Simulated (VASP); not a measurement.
**LiH: structure and properties in VASP**

What structure does LiH take at this level, and what are its properties? The steps: relaxing cell and atoms (PBE), second relaxation, single point with fields (PBE), band structure (PBE), total and projected DOS (PBE), field gradients at the nuclei (PBE) and dielectric tensor and Born charges (PBE). The start is a cell from a database of measured crystal structures.

Method: PBE; plane waves and PAW (Li_sv, H), in VASP 6.6.1.

Report form: the programs' logs are mostly left out.

The database entry behind the starting cell differs from later determinations by our own check (the deuteride, about 0.2 % short), so it need not match the best structure at ambient conditions.

## 1. The structure

Before any relaxation, the start is as follows. The structure is cubic, space group Fm-3m (No. 225). Conventional cell: a = 4.074 Å, b = 4.074 Å, c = 4.074 Å, α = 90.00°, β = 90.00°, γ = 90.00°. Li has 6 H at 2.04 Å nearest. Nearest to H lie 6 Li at 2.04 Å. Farther neighbours are not listed.

## 2. Relaxing cell and atoms (PBE)

The start need not lie at this functional's minimum. ISIF = 3 frees volume, shape and positions, and EDIFFG sets the threshold on forces and stress at which the search stops. PBE, the usual starting point, adds the gradient of the density.

Input file INCAR:

```
SYSTEM = LiH
PREC = Accurate
ENCUT = 650
EDIFF = 1E-06
NELM = 100
ISMEAR = 0
SIGMA = 0.05
LREAL = .FALSE.
ALGO = Normal
GGA = PE
NBANDS = 8
LORBIT = 11
LWAVE = .FALSE.
LCHARG = .FALSE.
KPAR = 2
IBRION = 2
NSW = 60
ISIF = 3
EDIFFG = -0.01
```

Input file POSCAR:

```
LiH
1.0
    0.0000000000      2.0367500000      2.0367500000
    2.0367500000      0.0000000000      2.0367500000
    2.0367500000      2.0367500000      0.0000000000
Li H
1 1
Direct
    0.0000000000      0.0000000000      0.0000000000
    0.5000000000      0.5000000000      0.5000000000
```

Input file KPOINTS:

```
Automatic mesh
0
Gamma
9 9 9
0 0 0
```

The projector-augmented-wave data sets are Li_sv and H (PBE family, release 64).

Run with:

```
$ mpirun -np 2 vasp_std
```

The job ended after 5.6 s (2 MPI ranks of Intel Xeon Platinum 8375C at 2.90GHz (Ice Lake), shared host; peak memory 0.23 GiB; 8.1 s of CPU time).

The gap is read on the k-mesh alone, so it is an upper bound where the band edges lie off the mesh, and a coarse mesh can show a gap where there is none. The run keeps the 48 symmetry operations of its start, so it cannot find a distortion of lower symmetry.

Relaxation path:

| step | energy less that of the first step (eV) | largest force (eV/Å) | pressure (GPa) | volume (Å³) |
| --- | --- | --- | --- | --- |
| 1 | 0.0000 | 0.0000 | -1.89 | 16.90 |
| 2 | -0.0025 | 0.0000 | -1.44 | 16.66 |
| 3 | -0.0057 | 0.0000 | 0.06 | 15.94 |

| conventional cell, symmetrised | before | after | change |
| --- | --- | --- | --- |
| a (Å) | 4.074 | 3.995 | -1.9 % |
| b (Å) | 4.074 | 3.995 | -1.9 % |
| c (Å) | 4.074 | 3.995 | -1.9 % |
| volume (Å³/atom) | 8.45 | 7.97 | -5.7 % |

Final coordinates:

```cif
data_structure
_symmetry_space_group_name_H-M 'P 1'
_symmetry_Int_Tables_number 1
_cell_length_a 2.8249
_cell_length_b 2.8249
_cell_length_c 2.8249
_cell_angle_alpha 60.000
_cell_angle_beta 60.000
_cell_angle_gamma 60.000
_cell_volume 15.94
loop_
_atom_site_label
_atom_site_type_symbol
_atom_site_fract_x
_atom_site_fract_y
_atom_site_fract_z
_atom_site_occupancy
Li1 Li 0.00000 0.00000 0.00000 1
H2 H 0.50000 0.50000 0.50000 1
```

Numbers from this step:

| Property | Result |
| --- | --- |
| electrons | 4 |
| bands | 8 |
| irreducible k-points | 35 |
| symmetry operations | 48 |
| free energy (TOTEN) | -6.128 eV |
| Fermi energy | 0.4582 eV |
| pressure | 0.05886 GPa |
| metallic, judged on the points sampled | no |
| valence top at k | -0.4444, 0.4444, 0 |
| conduction bottom at k | -0.4444, 0.4444, 0 |
| least direct gap at k | -0.4444, 0.4444, 0 |
| SCF cycles over all ionic steps | 24 |
| gap on the k-mesh | 3.271 eV |
| least direct gap on the k-mesh | 3.271 eV |

It ends with forces that vanish by symmetry and a pressure of 0.06 GPa. The volume lies -5.7 % from that of the database's start, part of which can be the thermal and zero-point expansion of its experiment.

## 3. Second relaxation

The basis stayed that of the start cell while the cell moved. A rerun from the cell reached resets it; the error of the finite cutoff stays. The mesh changes with the cell too.

INCAR is that of step 2.

Input file POSCAR:

```
LiH
1.0
    0.0000000000      1.9975096674      1.9975096674
    1.9975096674      0.0000000000      1.9975096674
    1.9975096674      1.9975096674      0.0000000000
Li H
1 1
Direct
    0.0000000000      0.0000000000      0.0000000000
    0.5000000000      0.5000000000      0.5000000000
```

Input file KPOINTS:

```
Automatic mesh
0
Gamma
10 10 10
0 0 0
```

Run with:

```
$ mpirun -np 2 vasp_std
```

It took 4.8 s on 2 MPI ranks; peak memory 0.24 GiB; 4.7 s of CPU time.

Little changed from the start: no atom moved by 0.005 Å and no cell edge by 0.1 %.

Numbers from this step:

```yaml
irreducible_k_points: 47
free_energy_toten: -6.127 eV
fermi_energy: 0.4765 eV
pressure: 0.05292 GPa
valence_top_at_k: 0.5, 0.5, 0
conduction_bottom_at_k: 0.5, 0.5, 0
least_direct_gap_at_k: 0.5, 0.5, 0
scf_cycles_over_all_ionic_steps: 11
gap_on_the_k_mesh: 2.972 eV
least_direct_gap_on_the_k_mesh: 2.972 eV
```

It ends with forces that vanish by symmetry and a pressure of 0.05 GPa. The volume moved by under 0.01 %: the run met its threshold at the first step.

## 4. Single point with fields (PBE)

A single point on the relaxed cell gives a clean self-consistent state, with density, ELF and potential written out.

INCAR: that of step 3 with these lines changed.

```diff
@@ -13,7 +13,5 @@
 LWAVE = .FALSE.
-LCHARG = .FALSE.
-KPAR = 2
-IBRION = 2
-NSW = 60
-ISIF = 3
-EDIFFG = -0.01
+LCHARG = .TRUE.
+ISIF = 2
+LELF = .TRUE.
+LVHAR = .TRUE.
```

POSCAR is that of step 3.

KPOINTS is that of step 3.

Run with:

```
$ mpirun -np 2 vasp_std
```

The job ended after 4 s (2 MPI ranks; peak memory 0.21 GiB).

Numbers from this step:

| Item | Value |
| --- | --- |
| SCF cycles | 11 |

Valence electrons inside each PAW sphere by angular momentum. Sphere charges, by row:

| atom | s (e) | p (e) | d (e) | tot (e) |
| --- | --- | --- | --- | --- |
| Li1 | 2.022 | 0.061 | 0 | 2.082 |
| H2 | 0.545 | 0.002 | 0 | 0.547 |

Electrostatic potential energy in the ac plane of the conventional cell at fractional y = 0.000, with atoms of Li and H within 0.2 Å of it. With pseudopotentials it is smooth inside the atoms' cores, unlike the true potential.

Ten even steps from '_' (-47 eV) to '@' (3 eV), each cell a mean:
```
__==%%@@@@@@##**%%@@@@@@##::
**##%%@@@@@@@@@@@@@@@@@@%%##
%%@@@@@@@@@@@@@@@@@@@@@@@@@@
@@@@@@@@@@@@@@@@@@@@@@@@@@@@
@@@@@@@@@@%%%%##%%@@@@@@@@@@
##%%@@@@@@##==::++%%@@@@@@%%
++##@@@@%%**____::##@@@@@@**
**%%@@@@@@##::__==%%@@@@@@##
@@@@@@@@@@%%##**##%%@@@@@@@@
@@@@@@@@@@@@@@%%@@@@@@@@@@@@
@@@@@@@@@@@@@@@@@@@@@@@@@@@@
##%%@@@@@@@@@@@@@@@@@@@@%%%%
::++%%@@@@@@%%##%%@@@@@@##==
__::##@@@@@@**++##@@@@%%**__
```
Columns run along a (4.0 Å; values clipped at the 3rd and 97th percentile), rows up along c (4.0 Å), edges of the conventional cell, whose origin can differ from the input's. Atoms in or near the plane, at fractional coordinates: Li at (0.00, 0.00), Li at (0.50, 0.50), H at (0.50, 0.00), H at (0.00, 0.50).

Valence density in the ac plane of the conventional cell at fractional y = 0.000, with atoms of Li and H within 0.2 Å of it. It is the smooth field of the valence electrons, not physical close to the nuclei.

Ten steps, logarithmic in the rise over the least value, from '0' (0.07 × 1e0 e/Å³) to '9' (8.79 × 1e0 e/Å³), each cell a mean:
```
97201355421048
53001233310014
10000112110000
11000000000001
32100023100112
43210378510134
64311599830235
54210489720135
33100145300123
21100001000011
00000011100000
31001123210002
85101344321037
98302356431159
```
Columns run along a (4.0 Å), rows up along c (4.0 Å), edges of the conventional cell, whose origin can differ from the input's. Atoms in or near the plane, at fractional coordinates: Li at (0.00, 0.00), Li at (0.50, 0.50), H at (0.50, 0.00), H at (0.00, 0.50).

ELF in the ac plane of the conventional cell at fractional y = 0.000, with atoms of Li and H within 0.2 Å of it. It is the smooth field of the valence electrons, not physical close to the nuclei.

Values, 14 rows by 14 columns, each cell a mean:
```
0.92 0.59 0.08 0.22 0.83 0.99 1.00 1.00 1.00 0.97 0.59 0.08 0.26 0.79
0.32 0.13 0.03 0.20 0.69 0.94 0.99 0.99 0.98 0.89 0.46 0.08 0.07 0.26
0.08 0.08 0.09 0.15 0.41 0.69 0.83 0.85 0.79 0.59 0.25 0.10 0.08 0.08
0.61 0.56 0.40 0.20 0.15 0.20 0.22 0.23 0.21 0.16 0.13 0.25 0.46 0.59
0.97 0.94 0.79 0.40 0.09 0.03 0.08 0.14 0.07 0.04 0.16 0.59 0.89 0.97
1.00 0.99 0.94 0.56 0.08 0.13 0.59 0.71 0.42 0.07 0.21 0.79 0.98 1.00
1.00 1.00 0.97 0.61 0.08 0.32 0.92 0.97 0.71 0.14 0.23 0.85 0.99 1.00
1.00 1.00 0.97 0.59 0.08 0.26 0.79 0.92 0.59 0.08 0.22 0.83 0.99 1.00
0.99 0.98 0.89 0.46 0.08 0.07 0.26 0.32 0.13 0.03 0.20 0.69 0.94 0.99
0.85 0.79 0.59 0.25 0.10 0.08 0.08 0.08 0.08 0.09 0.15 0.41 0.69 0.83
0.23 0.21 0.16 0.13 0.25 0.46 0.59 0.61 0.56 0.40 0.20 0.15 0.20 0.22
0.14 0.07 0.04 0.16 0.59 0.89 0.97 0.97 0.94 0.79 0.40 0.09 0.03 0.08
0.71 0.42 0.07 0.21 0.79 0.98 1.00 1.00 0.99 0.94 0.56 0.08 0.13 0.59
0.97 0.71 0.14 0.23 0.85 0.99 1.00 1.00 1.00 0.97 0.61 0.08 0.32 0.92
```
Columns run along a (4.0 Å), rows up along c (4.0 Å), edges of the conventional cell, whose origin can differ from the input's. Atoms in or near the plane, at fractional coordinates: Li at (0.00, 0.00), Li at (0.50, 0.50), H at (0.50, 0.00), H at (0.00, 0.50).

In this run the pressure is 0.05 GPa, small enough to go on; single stress components reach 0.05 GPa.

## 5. Band structure (PBE)

The mesh alone shows little of the dispersion and can miss band extrema, so KPOINTS_OPT adds a path through the symmetry points after the self-consistent cycle.

Input file INCAR:

```
SYSTEM = LiH
PREC = Accurate
ENCUT = 650
EDIFF = 1E-06
NELM = 100
ISMEAR = 0
SIGMA = 0.05
LREAL = .FALSE.
ALGO = Normal
GGA = PE
NBANDS = 14
LORBIT = 11
LWAVE = .FALSE.
LCHARG = .FALSE.
KPAR = 2
```

POSCAR is that of step 4.

KPOINTS is that of step 4.

Input file KPOINTS_OPT:

```
Line mode
16
Line-mode
Reciprocal
  0.00000000   0.00000000   0.00000000 GAMMA
  0.50000000   0.00000000   0.50000000 X

  0.50000000   0.00000000   0.50000000 X
  0.50000000   0.25000000   0.75000000 W

  0.50000000   0.25000000   0.75000000 W
  0.37500000   0.37500000   0.75000000 K

  0.37500000   0.37500000   0.75000000 K
  0.00000000   0.00000000   0.00000000 GAMMA

  0.00000000   0.00000000   0.00000000 GAMMA
  0.50000000   0.50000000   0.50000000 L

  0.50000000   0.50000000   0.50000000 L
  0.62500000   0.25000000   0.62500000 U

  0.62500000   0.25000000   0.62500000 U
  0.50000000   0.25000000   0.75000000 W

  0.50000000   0.25000000   0.75000000 W
  0.50000000   0.50000000   0.50000000 L

  0.50000000   0.50000000   0.50000000 L
  0.37500000   0.37500000   0.75000000 K

  0.62500000   0.25000000   0.62500000 U
  0.50000000   0.00000000   0.50000000 X
```

Run with:

```
$ mpirun -np 2 vasp_std
```

The job ended after 11 s (2 MPI ranks; peak memory 0.26 GiB).

This step gave:

```
bands                             : 14
Fermi energy                      : 0.3774 eV
pressure                          : 0.05203 GPa
least gap on mesh and path        : 2.972 eV
least direct gap on mesh and path : 2.972 eV
```

The electronic bands at the labelled points (eV, zero at the valence-band top; v1 is the highest filled band, c1 the lowest empty one):

| point | v1 | c1 | c2 |
| --- | --- | --- | --- |
| Γ | -5.47 | 16.21 | 17.99 |
| 0.47 of the way | -4.14 | 11.10 | 13.40 |
| X | 0.00 | 2.97 | 10.86 |
| 0.47 of the way | -0.11 | 3.48 | 8.31 |
| W | -0.24 | 5.28 | 5.28 |
| 0.47 of the way | -0.39 | 4.45 | 6.63 |
| K | -0.52 | 4.13 | 7.61 |
| 0.47 of the way | -3.64 | 9.57 | 9.73 |
| Γ | -5.47 | 16.21 | 17.99 |
| 0.47 of the way | -4.54 | 10.32 | 15.34 |
| L | -2.66 | 4.94 | 13.75 |
| 0.47 of the way | -2.04 | 5.04 | 10.09 |
| U | -0.52 | 4.13 | 7.61 |
| 0.47 of the way | -0.42 | 4.38 | 6.83 |
| W | -0.24 | 5.28 | 5.28 |
| 0.47 of the way | -1.62 | 5.12 | 8.51 |
| L | -2.66 | 4.94 | 13.75 |
| 0.53 of the way | -1.86 | 5.05 | 9.44 |
| K | -0.52 | 4.13 | 7.61 |
| jump to U | -0.52 | 4.13 | 7.61 |
| 0.47 of the way | -0.11 | 3.30 | 9.04 |
| X | 0.00 | 2.97 | 10.86 |

Of the projections kept (Li, H), the largest for each band there, as a share of the weight inside these atoms' spheres; weight between the spheres isn't counted:

| point | v1 | c1 | c2 |
| --- | --- | --- | --- |
| Γ | H 0.72 | H 0.81 | Li 0.94 |
| X | H 0.96 | Li 0.88 | Li 0.91 |
| W | H 0.94 | Li 0.89 | Li 0.89 |
| K | H 0.92 | Li 0.89 | Li 0.74 |
| Γ | H 0.72 | H 0.81 | Li 0.94 |
| L | H 0.84 | Li 0.85 | H 0.60 |

The path finds the gap of the mesh within 0.02 eV, so the mesh comes close to both band edges.

## 6. Total and projected DOS (PBE)

A density of states needs more k-points than a total energy, and tetrahedra (ISMEAR = -5) or a smearing that fits the mesh; LORBIT projects the states on the PAW spheres. The mesh is finer than in the run before.

INCAR: that of step 5 with these lines changed.

```diff
@@ -5,3 +5,3 @@
 NELM = 100
-ISMEAR = 0
+ISMEAR = -5
 SIGMA = 0.05
@@ -15 +15,2 @@
 KPAR = 2
+NEDOS = 2001
```

POSCAR is that of step 5.

Input file KPOINTS:

```
Automatic mesh
0
Gamma
14 14 14
0 0 0
```

Run with:

```
$ mpirun -np 2 vasp_std
```

The job ended after 10 s (2 MPI ranks; peak memory 0.27 GiB; 15 s of CPU time).

This step gave:

- irreducible k-points: 104
- Fermi energy: 0.1673 eV
- pressure: 0.05031 GPa

The density of states has structure finer than the step of the table below, so its rows give means over 1 eV, whole bins alone (the curve runs from -12.0 to 10.9 eV). Peaks (eV: height): total -2.5: 0.618, 5.1: 1.37; H s -2.5: 0.161; Li p -2.5: 0.0242, 5.1: 0.122, 10.0: 0.0619; Li s -4.0: 0.0134, 5.1: 0.0813; H p 5.1: 0.0304.

States under -12.0 eV and over 10.9 eV are left out. The density of states by energy, zero at the valence-band top; means over each step; values in states/eV/cell:

| energy (eV) | total | H s | Li p | Li s | H p |
| --- | --- | --- | --- | --- | --- |
| -7 | 0 | 0 | 0 | 0 | 0 |
| -6 | 8.4e-5 | 1.7e-5 | 0 | 8.4e-6 | 0 |
| -5 | 0.135 | 0.0283 | 0.00112 | 0.00880 | 0 |
| -4 | 0.280 | 0.0625 | 0.00565 | 0.0130 | 2.8e-4 |
| -3 | 0.461 | 0.114 | 0.0156 | 0.0112 | 4.5e-4 |
| -2 | 0.550 | 0.152 | 0.0215 | 0.00611 | 6.0e-4 |
| -1 | 0.451 | 0.145 | 0.0146 | 0.00288 | 4.1e-4 |
| 0 | 0.127 | 0.0458 | 0.00246 | 0.00107 | 5.8e-5 |
| 1 | 0 | 0 | 0 | 0 | 0 |
| 2 | 0 | 0 | 0 | 0 | 0 |
| 3 | 0.0217 | 4.8e-4 | 0.00313 | 0 | 4.3e-4 |
| 4 | 0.157 | 0.00470 | 0.0227 | 3.6e-4 | 0.00313 |
| 5 | 0.617 | 0.0131 | 0.0632 | 0.0283 | 0.0134 |
| 6 | 0.448 | 0.0177 | 0.0451 | 0.0213 | 0.00995 |
| 7 | 0.454 | 0.0258 | 0.0505 | 0.0185 | 0.0102 |
| 8 | 0.505 | 0.0341 | 0.0600 | 0.0198 | 0.0116 |
| 9 | 0.443 | 0.0344 | 0.0610 | 0.0141 | 0.0104 |
| 10 | 0.383 | 0.0338 | 0.0606 | 0.00998 | 0.00914 |

The gap on this mesh is 2.97 eV. In the top eV of the valence band the largest shares in the PAW spheres are H s 35 %. The rest lies in smaller channels or between the spheres.

## 7. Field gradients at the nuclei (PBE)

Field gradients probe how far the charge around each nucleus departs from cubic symmetry; LASPH keeps the non-spherical terms inside the spheres.

Input file INCAR:

```
SYSTEM = LiH
PREC = Accurate
ENCUT = 650
EDIFF = 1E-07
NELM = 100
ISMEAR = 0
SIGMA = 0.05
LREAL = .FALSE.
ALGO = Normal
GGA = PE
NBANDS = 8
LORBIT = 11
LWAVE = .FALSE.
LCHARG = .FALSE.
KPAR = 2
LEFG = .TRUE.
LASPH = .TRUE.
```

POSCAR is that of step 6.

Input file KPOINTS:

```
Automatic mesh
0
Gamma
10 10 10
0 0 0
```

Run with:

```
$ mpirun -np 2 vasp_std
```

It took 4.6 s on 2 MPI ranks; peak memory 0.23 GiB.

Numbers from this step:

```
SCF cycles           : 13
bands                : 8
irreducible k-points : 47
Fermi energy         : 0.4767 eV
pressure             : 0.05726 GPa
```

Electric field gradients, by row:

| atom | Vxx (V/Å²) | Vyy (V/Å²) | Vzz (V/Å²) | asymmetry |
| --- | --- | --- | --- | --- |
| Li1 | 0 | 0 | 0 | - |
| H2 | 0 | 0 | 0.001 | - |

All gradients vanish within the noise.

The run ends at a pressure of 0.06 GPa.

## 8. Dielectric tensor and Born charges (PBE)

The response to a static field gives the electronic dielectric tensor and the Born charges. It needs tightly converged orbitals, hence the small EDIFF.

Input file INCAR:

```
SYSTEM = LiH
PREC = Accurate
ENCUT = 650
EDIFF = 1E-08
NELM = 100
ISMEAR = 0
SIGMA = 0.01
LREAL = .FALSE.
ALGO = Normal
GGA = PE
NBANDS = 8
LORBIT = 11
LWAVE = .FALSE.
LCHARG = .FALSE.
KPAR = 2
LEPSILON = .TRUE.
```

POSCAR is that of step 7.

Input file KPOINTS:

```
Automatic mesh
0
Gamma
14 14 14
0 0 0
```

Run with:

```
$ mpirun -np 2 vasp_std
```

Wall time 78 s (2 MPI ranks); peak memory 0.44 GiB.

Energies printed during the response cycles are not total energies of the cell.

This step gave:

| Property | Result |
| --- | --- |
| irreducible k-points | 104 |
| Fermi energy | 0.2223 eV |
| pressure | 0.05535 GPa |

Electronic dielectric tensor with local fields:

```
4.41 0.00 0.00
0.00 4.41 0.00
0.00 0.00 4.41
```

Born effective charge (e), principal values of the symmetric part by kind of site:

| atom | atoms with these values | low | middle | high | mean |
| --- | --- | --- | --- | --- | --- |
| Li1 | 1 | 1.02 | 1.02 | 1.02 | 1.02 |
| H2 | 1 | -1.02 | -1.02 | -1.02 | -1.02 |

In full for Li1:

```
1.02 0.00 0.00
0.00 1.02 0.00
0.00 0.00 1.02
```

The Born charges sum to zero; the printed set may have that rule imposed, so this is no test.

## 9. Results

```
relaxed volume                                             : 7.970 Å³/atom
relaxed conventional cell a, b, c                          : 3.995, 3.995, 3.995 Å
space group after relaxing, within 0.02 Å                  : Fm-3m (No. 225)
band gap                                                   : 2.97 eV, direct
gap among the points of the DOS mesh alone, an upper bound : 2.97 eV
largest field gradient Vzz                                 : zero within the noise on all sites
electronic dielectric constant, mean                       : 4.41
```

**Reading.** With PBE, LiH relaxes to 7.970 Å³/atom in space group Fm-3m (held by the symmetry of the run) and has a direct gap of 2.97 eV. Against the listed cell the volume lies -5.7 %. Band structure (PBE): The path shows a direct gap of 2.97 eV (valence top at X, conduction bottom at X). Dielectric tensor and Born charges (PBE): The electronic dielectric tensor with local fields is isotropic, 4.41. Dielectric tensor and Born charges (PBE): Mean Born effective charge: Li1 1.02, H2 -1.02 e. Semilocal functionals usually underestimate gaps. No search among competing phases was made, and a listed structure need not be the one stable at ambient conditions. All values are for a static lattice at zero temperature.

[Lines on the potential files, build, host, timing and source positions are cut from VASP's logs without a mark.]

[Logs are printed without paths, hosts, clocks, repeated set-up lines and the standing remarks that a program may print on its own settings, such as how far it seeks lower states.]

[Hosts, paths, dates, database ids (printed as entryN), source tags and the programs' standing remarks are cut or masked in the printed files.]

[A measured line is paired with the nearest computed mode of its activity, which favours agreement.]

[In band tables of VASP the shares of atoms and orbitals are scaled to a sum of 1 inside the atoms' spheres.]
